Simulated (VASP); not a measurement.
Data:

```yaml
crystal:
  lattice:
    - [2.80071, 1.61699, 2.29000]
    - [-2.80071, 1.61699, 2.29000]
    - [0.00000, -3.23398, 2.29000]
  atoms:
    - { symbol: Ba, position: [0.99872, 0.99872, 0.99872] }
    - { symbol: Ti, position: [0.50806, 0.50806, 0.50806] }
    - { symbol: O, position: [0.48970, 0.98492, 0.48970] }
    - { symbol: O, position: [0.48970, 0.48970, 0.98492] }
    - { symbol: O, position: [0.98492, 0.48970, 0.48970] }
```

Computed with LDA (Ceperley-Alder, Perdew-Zunger), VASP's LDA PAW potentials (set 64) (plane waves; VASP). Numerical set-up: 520 eV cut-off, Gaussian smearing of 0.050 eV, potentials Ba_sv Ti_sv O.

Unless said otherwise, spin-orbit coupling is left out, though it shifts the bands of the heavy elements here.

### Question
Give the energies of bands 12 to 23 at the high-symmetry points, in eV from the valence-band maximum.

### Answer

| band | Γ | T | H2 | L | S0 | F |
|---|---|---|---|---|---|---|
| 12 | -2.25 | -4.51 | -4.51 | -4.05 | -4.35 | -4.35 |
| 13 | -2.25 | -3.87 | -3.87 | -2.85 | -4.24 | -4.24 |
| 14 | -2.24 | -3.87 | -3.87 | -2.83 | -3.88 | -3.88 |
| 15 | -1.29 | -2.38 | -2.38 | -2.15 | -2.87 | -2.87 |
| 16 | -1.29 | -2.38 | -2.38 | -2.13 | -2.87 | -2.87 |
| 17 | -1.15 | -2.35 | -2.35 | -1.84 | -1.66 | -1.66 |
| 18 | -0.36 | -0.01 | -0.01 | -1.75 | -0.86 | -0.86 |
| 19 | -0.26 | -0.01 | -0.01 | -0.87 | -0.84 | -0.84 |
| 20 | -0.26 | 0.00 | 0.00 | -0.78 | -0.10 | -0.10 |
| 21 | 2.07 | 4.41 | 4.41 | 2.26 | 3.81 | 3.81 |
| 22 | 2.07 | 4.49 | 4.49 | 3.76 | 3.81 | 3.81 |
| 23 | 2.18 | 4.49 | 4.49 | 3.82 | 4.18 | 4.18 |

The gap is indirect, 2.07 eV, from the valence maximum at T to the conduction minimum at Γ.

The structure comes from a computed database's BaTiO3 entry (R3m); how it stands against other phases isn't given here. It was relaxed first, which changed the volume by -5 %.
